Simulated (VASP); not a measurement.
An input for Ansatz (written as the equivalent of a VASP run, and not itself run):

Ansatz 0.2 input:
```yaml
crystal:
  lattice:
    - [2.7413240, 0.0000000, 0.0000000]
    - [0.0000000, 2.7413240, 0.0000000]
    - [0.0000000, 0.0000000, 3.9659790]
  atoms:
    - { symbol: Ti, position: [0.5000000, 0.5000000, 0.5000000] }
    - { symbol: Al, position: [0.0000000, 0.0000000, 0.0000000] }
kpoints:
  mp_grid: { grid: [8, 8, 6], shift: [0.5, 0.5, 0.5] }
hamiltonian:
  xc: r2scan
  pseudopotentials: { kind: paw }
scf:
  occupations: { method: fermi_dirac, width: 0.136 }
  max_iter: 100
output: { forces: true, stress: true, eigenvalues: true }
```

**Question.** Translate this input to VASP (INCAR, KPOINTS, POSCAR, choice of POTCAR).

**Answer.** Several could match; the one computed here: 
**KPOINTS**
```
Automatic
0
gamma
 8 8 6
0.5 0.5 0.5
```

INCAR:
```
ALGO = Normal
EDIFF = 1E-6
ENCUT = 300
ISIF = 2
ISMEAR = -1
LASPH = .TRUE.
LCHARG = .FALSE.
LMAXMIX = 4
LMIXTAU = .TRUE.
LREAL = .FALSE.
LWAVE = .FALSE.
METAGGA = R2SCAN
NELM = 100
PREC = Accurate
SIGMA = 0.136
SYSTEM = TiAl
```

File POSCAR:
```
TiAl
1
    2.7413240000     0.0000000000     0.0000000000
    0.0000000000     2.7413240000     0.0000000000
    0.0000000000     0.0000000000     3.9659790000
Ti Al
1 1
Direct
  0.5000000000   0.5000000000   0.5000000000
  0.0000000000   0.0000000000   0.0000000000
```

POTCAR, in this order: Ti_sv Al (PBE.64 set). Program: vasp_std.

The two are equivalent in intent, not identical: each code has its own PAW files, so the cut-off isn't converted (ENCUT is set for VASP's; basis.ecutwfc is left out, and Ansatz then takes the one that its files recommend); Ansatz stops its SCF on the density residual and VASP on the energy change (EDIFF).

The structure comes from a computed database's TiAl entry; how it stands against other phases isn't given here. The cell was not relaxed at this level. The run is one of a series of settings (GGA removed, LMIXTAU = .TRUE., METAGGA = R2SCAN against the base run), some of them coarse on purpose.
